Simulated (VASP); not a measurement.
Here is the system:

```xyz
4
Lattice="0.0000 2.9219 2.9219 2.9219 0.0000 2.9219 2.9219 2.9219 0.0000" Properties=species:S:1:pos:R:3 pbc="T T T"
Ni     2.9219     2.9219     2.9219
Ni     1.4610     1.4610     1.4610
Ni     4.3829     4.3829     4.3829
Sn     0.0000     0.0000     0.0000
```

Calculation: PBEsol GGA, VASP's PBE PAW potentials (set 64) (plane waves; VASP). Run with 400 eV cut-off, Gaussian smearing of 0.050 eV, potentials Ni Sn_d.

Q: Give the energies of bands 11 to 24 at the high-symmetry points, in eV from the Fermi level.

A: 
```json
[
 {"band": "11", "Γ": "-3.20", "X": "-2.81", "U": "-2.64", "L": "-2.59", "W": "-2.54"},
 {"band": "12", "Γ": "-2.25", "X": "-2.48", "U": "-2.32", "L": "-2.59", "W": "-2.54"},
 {"band": "13", "Γ": "-2.25", "X": "-2.41", "U": "-2.30", "L": "-2.25", "W": "-2.35"},
 {"band": "14", "Γ": "-2.25", "X": "-2.41", "U": "-2.06", "L": "-2.25", "W": "-1.97"},
 {"band": "15", "Γ": "-0.93", "X": "-1.68", "U": "-1.90", "L": "-1.69", "W": "-1.97"},
 {"band": "16", "Γ": "-0.93", "X": "-1.68", "U": "-1.76", "L": "-1.69", "W": "-1.67"},
 {"band": "17", "Γ": "-0.93", "X": "-1.34", "U": "-1.43", "L": "-1.68", "W": "-1.39"},
 {"band": "18", "Γ": "-0.72", "X": "-1.23", "U": "-0.99", "L": "-0.77", "W": "-0.82"},
 {"band": "19", "Γ": "-0.72", "X": "-0.85", "U": "-0.90", "L": "-0.77", "W": "-0.77"},
 {"band": "20", "Γ": "-0.63", "X": "-0.75", "U": "-0.59", "L": "-0.67", "W": "-0.74"},
 {"band": "21", "Γ": "-0.63", "X": "-0.66", "U": "-0.55", "L": "-0.67", "W": "-0.74"},
 {"band": "22", "Γ": "3.78", "X": "-0.45", "U": "-0.45", "L": "-0.45", "W": "-0.41"},
 {"band": "23", "Γ": "4.20", "X": "-0.45", "U": "-0.29", "L": "3.32", "W": "-0.41"},
 {"band": "24", "Γ": "4.20", "X": "-0.42", "U": "0.05", "L": "3.32", "W": "-0.36"}
]
```

It has no gap at this level: it comes out as a metal or semimetal.

The structure comes from a computed database's Ni3Sn entry (Fm-3m); how it stands against other phases isn't given here. It was relaxed first. The run is not spin-polarised, so no magnetic state was tried.
